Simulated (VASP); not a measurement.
Method: revTPSS meta-GGA, VASP's PBE PAW potentials (set 64) (plane waves; VASP).

VASP ran on this input.

### POSCAR
```
Si
1
    0.0000000000     2.7155000000     2.7155000000
    2.7155000000     0.0000000000     2.7155000000
    2.7155000000     2.7155000000     0.0000000000
Si
2
Direct
  0.0000000000   0.0000000000   0.0000000000
  0.2500000000   0.2500000000   0.2500000000
```

KPOINTS:
```
Regular mesh
0
G
 8 8 8
```

**INCAR**
```
ALGO = Normal
PREC = Accurate
SYSTEM = Si
LREAL = .FALSE.
LMIXTAU = .TRUE.
LASPH = .TRUE.
SIGMA = 0.05   ! width (eV)
ENCUT = 520
METAGGA = RTPSS
ISIF = 3
IBRION = 2   ! conjugate gradients
EDIFFG = -0.01   ! ionic stop
ISMEAR = 0   ! Gaussian
LWAVE = .FALSE.
EDIFF = 1E-6   ! SCF stop (eV)
NELM = 100   ! most electronic steps
NSW = 60   ! most ionic steps
LCHARG = .FALSE.
```

POTCAR, in this order: Si (PBE.64 set). Program: vasp_std.

Problem. What will the output report for the number of irreducible k-points (NKPTS), largest plane-wave count, number of space-group operations, FFT grid (NGX, NGY, NGZ)?

Solution. 
The number of irreducible k-points (NKPTS) is 29 and the largest plane-wave count is 1090. The number of space-group operations is 48 and the FFT grid (NGX, NGY, NGZ) is 30 × 30 × 30.

The compound is Si in the diamond structure. This run relaxes it. Symmetry was kept, so distortions that lower it aren't found.
